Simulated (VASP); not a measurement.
Level of theory: MS2 meta-GGA, VASP's PBE PAW potentials (set 64) (plane waves; VASP 6.6.1).

VASP ran on this input.

### KPOINTS
```
Automatic mesh
0
Gamma
15 15 15
0 0 0
```

### POSCAR
```
Li
1.0
 -1.6898150080   1.6898150080   1.6898150080
  1.6898150080  -1.6898150080   1.6898150080
  1.6898150080   1.6898150080  -1.6898150080
Li
1
direct
  0.0000000000   0.0000000000   0.0000000000
```

INCAR:
```
SYSTEM = Li
PREC = Accurate; ENCUT = 520; LREAL = .FALSE.
LASPH = .TRUE.
EDIFF = 1E-7; NELM = 100; ALGO = Normal
LMIXTAU = .TRUE.
ISMEAR = 1; SIGMA = 0.1
METAGGA = MS2
ISIF = 2
LWAVE = .FALSE.; LCHARG = .FALSE.
```

POTCAR, in this order: Li_sv (PBE.64 set). Program: vasp_std.

Problem. Predict the energy per atom (σ→0), band gap (on the k-mesh).

Solution. 
```yaml
energy per atom (σ→0): -2747 meV/atom
band gap (on the k-mesh): none (metal, semimetal or under 0.01 eV)
```

### OSZICAR
```
...
DAV:  35    -0.274715727678E+01   -0.66793E-06   -0.95096E-08  1280   0.264E-03    0.152E-03
DAV:  36    -0.274715836370E+01   -0.10869E-05   -0.56937E-08  1210   0.263E-03    0.721E-04
DAV:  37    -0.274715910156E+01   -0.73786E-06   -0.59864E-08  1210   0.347E-03    0.116E-04
DAV:  38    -0.274715924316E+01   -0.14160E-06   -0.83400E-09   875   0.114E-03    0.108E-04
DAV:  39    -0.274715908492E+01    0.15825E-06   -0.98719E-09  1110   0.122E-03    0.481E-05
DAV:  40    -0.274715897262E+01    0.11229E-06   -0.40651E-09   605   0.763E-04    0.311E-05
DAV:  41    -0.274715900334E+01   -0.30713E-07   -0.45013E-10   605   0.284E-04
   1 F= -.27471590E+01 E0= -.27471247E+01  d E =-.102775E-03
```

The compound is Li in the bcc structure. This cell is one point of a volume scan, at 0.97 of the reference volume.
